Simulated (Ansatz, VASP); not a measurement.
# ZnCdSO in two plane-wave programs, part 2 of 2

One calculation is typed for both programs; each brings its own data sets and cutoff. How far apart do they land? The cell is invented: As first built, before any earlier steps moved the atoms (in the runner's words): it takes the ZnCdSeS structure with some of its atoms replaced by other elements, volume scaled by an estimate. It may not be a known or stable phase. The cell is taken from a series of VASP runs on this material, whose earlier steps may have relaxed, scaled or displaced it; both programs get it as it stands.

VASP 6.6.1 and Ansatz 0.2.0.

So far: Starting point; VASP: relaxation of cell and atoms, r2SCAN.

## Step 3: Ansatz: relaxation of cell and atoms, r2SCAN

Level of this step: Ansatz beside VASP: Kohn-Sham DFT, plane waves, r2SCAN (Ansatz).

Ansatz runs on its default PAW (the set named soft_2) files.

The same cell, functional, mesh and smearing now go to Ansatz, which takes its cutoff from its data sets.

Input file input.yaml:

```yaml
crystal:
  lattice:
    - [3.7365930022, 0.0, 0.0]
    - [-1.8682965011, 3.2359847172, 0.0]
    - [0.0, 0.0, 5.9507928782]
  atoms:
    - { symbol: Cd, position: [0.0, 0.0, 0.4664489276] }
    - { symbol: Zn, position: [0.33333333, 0.66666667, 0.0305405338] }
    - { symbol: S, position: [0.0, 0.0, 0.8949961612] }
    - { symbol: O, position: [0.33333333, 0.66666667, 0.3600143774] }
hamiltonian:
  xc: r2scan
  pseudopotentials: { kind: paw }
kpoints:
  mp_grid: { grid: [7, 7, 4] }
scf:
  occupations: { method: gaussian, width: 0.05 }
relax:
  f_tol: 0.01
  max_steps: 60
  cell: { stress_tol: 0.05 }
output:
  forces: true
  stress: true
```

Command:

```
> ansatz run input.yaml --threads 4 --pin off --max-ram 9216MiB --backend cpu --events-out ev --progress --plain --runs-dir out
```

Numbers of over 12 decimals in the logs are rounded to 6 here.

Log:

```text
Engine: ansatz 0.2.0, aarch64-unknown-linux-gnu
Pseudopotentials: kind: paw
Pseudopotential: Cd, paw, valence charge 20, recommended cutoff 500 eV (meta_gga), Cd.paw.azcp
Pseudopotential: Zn, paw, valence charge 12, recommended cutoff 500 eV (meta_gga), Zn.paw.azcp
Pseudopotential: S, paw, valence charge 6, recommended cutoff 500 eV (meta_gga), S.paw.azcp
Pseudopotential: O, paw, valence charge 6, recommended cutoff 500 eV (meta_gga), O.paw.azcp
Functional definition: r2SCAN
  parameter k0 = 0.174
  parameter k1 = 0.065
  parameter a1 = 4.9479
  exchange = r2scan_x(k0 = k0, k1 = k1, a1 = a1)
  correlation = r2scan_c
Crystal: 4 atoms, lattice volume = 71.954 Å³
Basis set: ecut = 500 eV, 1797 PW (Γ), exchange–correlation on 120×120×180 points (64 copies of the dense FFT grid, shifted against one another)
Bands: 27, of which v1, the nominal top of the filled ones, is band 22 counted from 1 (21 counted from 0)
Symmetry: 6 space group operations
Space group: P3m1 (ITA 156), of the structure as read, at distance tolerance 4.2e-5 Å
k-points: 28 of 196 (time reversal used)
Non-local potential: Cd, projectors of the file, l = 0: 3, l = 1: 2, l = 2: 2, l = 3: 1
Non-local potential: Zn, projectors of the file, l = 0: 2, l = 1: 2, l = 2: 3, l = 3: 1
Non-local potential: S, projectors of the file, l = 0: 2, l = 1: 2, l = 2: 2
Non-local potential: O, projectors of the file, l = 0: 2, l = 1: 2, l = 2: 1
PAW form: soft (Blöchl's): semilocal exchange-correlation on the pseudo side does not see the compensation charge
PAW frozen core: Cd, regenerated for the run's functional (the file was generated under x = pbe(κ = 0.804, μ = 0.219515), c = pbe(β = 0.066725))
PAW frozen core: Zn, regenerated for the run's functional (the file was generated under x = pbe(κ = 0.804, μ = 0.219515), c = pbe(β = 0.066725))
PAW frozen core: S, regenerated for the run's functional (the file was generated under x = pbe(κ = 0.804, μ = 0.219515), c = pbe(β = 0.066725))
PAW frozen core: O, regenerated for the run's functional (the file was generated under x = pbe(κ = 0.804, μ = 0.219515), c = pbe(β = 0.066725))
PAW one-centre angular grid: Cd, 590 points (default); XC on 160 Gauss nodes
PAW one-centre angular grid: Zn, 590 points (default); XC on 261 of its mesh's 2673 points in the sphere
PAW one-centre angular grid: S, 302 points (default); XC on 160 Gauss nodes
PAW one-centre angular grid: O, 302 points (default); XC on 160 Gauss nodes
Initial density: superposition of atomic densities (neutral atoms: chi_scale 0, normalization atom), corrected by the library's trained network
Initial wavefunctions: pseudopotential atomic-orbital guess
Functional: x = r2scan, c = r2scan; τ floored in thin density (d = 2e-4 eV/Å³)
SCF iter   1: F=—  HF=-13070.069335 eV  |F-HF|=—  |Δ(HF+E_count)|=         —  Δρ=1.41e-2  dr2=9.31e-2  dr2_τ=6.62e-2  ethr=1.77e-3  ⟨swp⟩=5.8  Hψ=3244  notcnv=0
preconditioner: auto → Resta (q_TF=auto, 2.514 Å⁻¹)  ε∞=5.3  [insulator: Δε(μ)=0.686 eV  Ē_g=12.617 eV  σ=0.050 eV  W_gap=1.00  n_scr=22 (ndim 8)  ℏωp=26.3 eV  f_vac=0.092  D(μ)=0.00/eV (n_scr^D=0)  ε∞_Penn≈5.3]
SCF iter   2: F=—  HF=-13070.087062 eV  |F-HF|=—  |Δ(HF+E_count)|=   1.77e-2  Δρ=4.20e-3  dr2=6.60e-3  dr2_τ=1.91e-3  ethr=2.12e-4  ⟨swp⟩=2.0  Hψ=1597  notcnv=0  defer=28
SCF iter   3: F=—  HF=-13070.085748 eV  |F-HF|=—  |Δ(HF+E_count)|=   1.31e-3  Δρ=3.44e-3  dr2=4.71e-3  dr2_τ=2.91e-4  ethr=1.50e-5  ⟨swp⟩=2.0  Hψ=1165  notcnv=0
automatic band count: iteration 3 solves 26 bands in place of 27: the levels show a gap, and the empty bands left out lie too high to hold charge; the band table lists the bands solved (type scf.n_extra_bands for more)
SCF iter   4: F=—  HF=-13070.085564 eV  |F-HF|=—  |Δ(HF+E_count)|=   1.83e-4  Δρ=1.01e-3  dr2=8.46e-4  dr2_τ=7.42e-5  ethr=1.07e-5  ⟨swp⟩=2.0  Hψ=891  notcnv=0
SCF iter   5: F=—  HF=-13070.085464 eV  |F-HF|=—  |Δ(HF+E_count)|=   1.00e-4  Δρ=3.06e-4  dr2=8.97e-5  dr2_τ=5.91e-6  ethr=1.92e-6  ⟨swp⟩=2.0  Hψ=1225  notcnv=0
SCF iter   6: F=—  HF=-13070.085465 eV  |F-HF|=—  |Δ(HF+E_count)|=   7.27e-7  Δρ=1.30e-4  dr2=2.15e-5  dr2_τ=1.03e-6  ethr=2.04e-7  ⟨swp⟩=2.7  Hψ=1371  notcnv=0
SCF iter   7: F=—  HF=-13070.085462 eV  |F-HF|=—  |Δ(HF+E_count)|=   2.80e-6  Δρ=3.50e-5  dr2=1.18e-6  dr2_τ=2.39e-8  ethr=4.90e-8  ⟨swp⟩=2.3  Hψ=1147  notcnv=0
SCF iter   8: F=—  HF=-13070.085462 eV  |F-HF|=—  |Δ(HF+E_count)|=   1.70e-7  Δρ=1.65e-5  dr2=2.40e-7  dr2_τ=6.41e-9  ethr=2.68e-9  ⟨swp⟩=2.2  Hψ=1231  notcnv=0
SCF iter   9: F=-13070.085462 eV  HF=-13070.085462 eV  |F-HF|=2.19e-9  |Δ(HF+E_count)|=   3.14e-8  Δρ=4.84e-6  dr2=1.63e-8  dr2_τ=1.03e-9  ethr=2.27e-10  ⟨swp⟩=4.0  Hψ=2689  notcnv=0
SCF 1 converged in 9 iterations: F = -13070.085462 eV  dr2 = 1.63e-8
  greatest PAW one-centre occupation: 1.002 electrons in one spin orbital (limit 2), on the Cd atom at site 0 (counted from 0), in its partial waves of l = 1
relax step   1: F+E_penalty+E_count = -13070.08546218 eV  Δ(F+E_penalty+E_count) = +0.000e0 eV  max|allowed force component| = 1.016e-1 eV/Å  Δτ_max = 0.0000 Å  P = -0.569 GPa  Ω = 71.954 Å³  (9 SCF iters, dr2 threshold 1.00e-7 eV, accepted)
[...]
relax step   2: F+E_penalty+E_count = -13070.08723883 eV  Δ(F+E_penalty+E_count) = -1.777e-3 eV  max|allowed force component| = 3.115e-2 eV/Å  Δτ_max = 0.0104 Å  P = -0.042 GPa  Ω = 71.542 Å³  energy of the carried Pulay correction = +1.641e-4 eV  (7 SCF iters, dr2 threshold 4.00e-7 eV, accepted)
[...]
relax step   3: F+E_penalty+E_count = -13070.08730842 eV  Δ(F+E_penalty+E_count) = -6.958e-5 eV  max|allowed force component| = 8.100e-3 eV/Å  Δτ_max = 0.0020 Å  P = -0.012 GPa  Ω = 71.537 Å³  energy of the carried Pulay correction = +1.660e-4 eV  (6 SCF iters, dr2 threshold 6.06e-8 eV, accepted)
[...]
relax step   4: F+E_penalty+E_count = -13070.08731605 eV  Δ(F+E_penalty+E_count) = -7.631e-6 eV  max|allowed force component| = 2.507e-3 eV/Å  Δτ_max = 0.0002 Å  P = -0.001 GPa  Ω = 71.531 Å³  energy of the carried Pulay correction = +1.686e-4 eV  (4 SCF iters, dr2 threshold 8.29e-9 eV, accepted)
[...]
relax step   5: F+E_penalty+E_count = -13070.08714176 eV  Δ(F+E_penalty+E_count) = +1.743e-4 eV  max|allowed force component| = 2.477e-3 eV/Å  Δτ_max = 0.0000 Å  P = -0.002 GPa  Ω = 71.531 Å³  stress off target by 1.70e-2 GPa  SCF on the basis re-selected at this cell (its energy is not comparable with the rows above)  (5 SCF iters)
basis re-selected at this cell: Δ(F+E_penalty+E_count) = +1.743e-4 eV, ΔP = -0.001 GPa vs the last step (what re-selecting the basis moved, of the pressure what is left beyond the Pulay correction that the steps carried, after the strain that the cell walked since its last selection, with what the two solves' SCF thresholds leave and, on support functions, any second-order correction that the steps lacked; it is no m [...]
SCF converged after 5 iterations
Free energy (F): -13070.087142 eV
Harris-Foulkes:  -13070.087142 eV  (|F-HF|=9.09e-12)
Internal energy: -13070.087142 eV  (E = F + TS)
E sigma→0 (E₀):  -13070.087142 eV
Fermi energy:    7.547145 eV
--- Per-component energies (eV) ---
  E_band       = -496.552778
  E_kinetic    = 918.379462
  E_local      = -6140.654621  (includes V_loc(G=0)·N_el)
  E_nonlocal   = 731.215389
  E_hartree    = 2739.337577
  E_xc         = -456.967611
  E_vxc        = -498.869777  (∫ρ·V_xc dr)
  E_paw        = -6727.529665  (= ΣΔE_a)
  E_vpaw       = -1016.621383  (= ΣTr[D̂ρ^β])
  E_aug_tail   = 0.000937  (compensation charges beyond the density's cutoff)
  E_vtau       = 31.322139  (kinetic-family band-sum trace: ∫τ·v_τ [+ j·A + Jᵃ·Aᵃ] dr)
  E_ewald      = -4132.979512
  E_core_change = -0.889097  (= ΣΔE_core)
  E_smearing   = -0.000000  (= −TS)
  E_closure    = -0.000000  (closes the sum)
  Σ components = -13070.087142   (vs F -13070.087142, Δ=0.00e0)
--- Forces (eV/Å), atoms counted from 1 ---
  atom   1  Cd     0.00000000    -0.00000000     0.00140519
  atom   2  Zn     0.00000000     0.00000000     0.00248381
  atom   3  S      0.00000000    -0.00000000    -0.00126867
  atom   4  O     -0.00000000    -0.00000000    -0.00242978
  max |Σ_I F_I| component: 1.91e-4 eV/Å
--- Stress (GPa, compression-positive) ---
        0.005022      -0.000000      -0.000000
        0.000000       0.005022       0.000000
       -0.000000       0.000000      -0.016969
  P = ⅓ Tr σ = -0.0023 GPa (-0.023 kbar)
--- Relaxed structure (4 steps of the walk, 4 accepted, 1 SCFs on fresh bases) ---
  F+E_penalty+E_count = -13070.08714176 eV   max|allowed force component| = 2.477e-3 eV/Å   (the final SCF, on the basis selected at the relaxed cell)
  cell:  # Å, volume = 71.5308 Å³
    - [3.730898, 0.0, -1.2096300215989208e-18]
    - [-1.865449, 3.231053, 6.048150107994609e-19]
    - [-1.9264226613357483e-18, 0, 5.933835]
  atoms:
    - { symbol: Cd, position: [-1.874957041864753e-17, 1.8503717008154228e-17, 0.464363] }
    - { symbol: Zn, position: [0.333333, 0.666667, 0.031694] }
    - { symbol: S, position: [-1.85143027889432e-17, 1.8503717008154228e-17, 0.894906] }
    - { symbol: O, position: [0.333333, 0.666667, 0.361037] }
```

Wall time 13 s (4 threads of Arm Neoverse V2, shared host); peak memory 0.56 GiB.

## Step 4: Comparison

Known differences besides the potentials themselves: VASP keeps PBE cores, Ansatz makes them for the functional; both relaxations stop at a tolerance, which leaves soft axes loose, and VASP keeps its plane-wave basis; the data sets hold 44 valence electrons in Ansatz (default PAW (the set named soft_2) files) and 36 in VASP; the cutoff is 500 eV in Ansatz and 520 eV in VASP; Ansatz adds a Pulay correction to the stress that steers its cell, VASP none. Total energies have different zeros and are not compared.

The two programs side by side:

| quantity | Ansatz | VASP | difference |
| --- | --- | --- | --- |
| volume (Å³) | 71.53 | 71.97 | -0.61 % |
| edge a after relaxation, in the typed setting (Å) | 3.731 | 3.736 | -0.13 % |
| edge c after relaxation, in the typed setting (Å) | 5.934 | 5.955 | -0.36 % |

The walks stopped with 0.00 GPa left in Ansatz and -0.02 GPa in VASP; each walk ends within a tolerance, so the volume difference is uncertain by about these residues over the bulk modulus, most in soft cells.

## Step 5: Outcome

- difference in volume (relaxation of cell and atoms, r2SCAN): -0.61 %

The difference in volume is -0.61 % (relaxation of cell and atoms, r2SCAN), within the 1.2 % picked in this series as the mark of a large difference, as far as the stopping tolerances let one tell. How closely two codes agree says nothing of how well the functional describes the real material.

[Lines on the potential files, build, host, timing and source positions are cut from VASP's logs without a mark.]

[Logs are printed without paths, hosts, clocks, repeated set-up lines and the standing remarks that a program may print on its own settings, such as how far it seeks lower states.]

[Hosts, paths, dates, database ids (printed as entryN), source tags and the programs' standing remarks are cut or masked in the printed files.]
